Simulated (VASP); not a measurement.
```xyz
5
Lattice="3.9942 0.0000 0.0000 0.0000 3.9942 0.0000 0.0000 0.0000 3.9942" Properties=species:S:1:pos:R:3 pbc="T T T"
Zn     0.0000     0.0000     0.0000
C      1.9971     1.9971     1.9971
Cr     0.0000     1.9971     1.9971
Cr     1.9971     1.9971     0.0000
Cr     1.9971     0.0000     1.9971
```
Starting moments (μB, in the order of the record's atoms Zn C Cr Cr Cr): 0.0 0.0 3.0 3.0 3.0.

The base run (VASP): PBE GGA, plane waves, VASP's PBE PAW potentials (set 64). Numerical set-up: 520 eV cut-off, 5×5×5 Γ-centred mesh, Gaussian smearing of 0.050 eV, potentials Zn C Cr_pv.

One setting is varied; ΔE counts from the base run. The base run took about 30 core-seconds. The timings are rough (shared machines, no repeats); factors under 2 mean little.

Pressures at a finite cut-off, here 520 eV, hold a Pulay part, which wasn't tested here.

| setting | cost over the base run | electronic steps | ΔE (meV/atom) | pressure (GPa) |
|---|---|---|---|---|
| base run | reference | 17 | 0.0 | -7.94 |
| SYMPREC = 1E-3 | within a factor of 2 | 17 | 0.0 | -7.94 |
| ISYM = 1 | within a factor of 2 | 17 | 0.0 | -7.94 |
| ISYM = 0 | about 5 times | 18 | 0.0 | -7.98 |
| ISYM = -1 | about 10 times | 18 | 0.0 | -7.98 |

Left out are runs that failed, have no time on record or changed the cell.

The structure was generated: ZnCr3C was put into the cubic-perovskite type (Pm-3m), which need not be its known phase. The cell was not relaxed at this level.
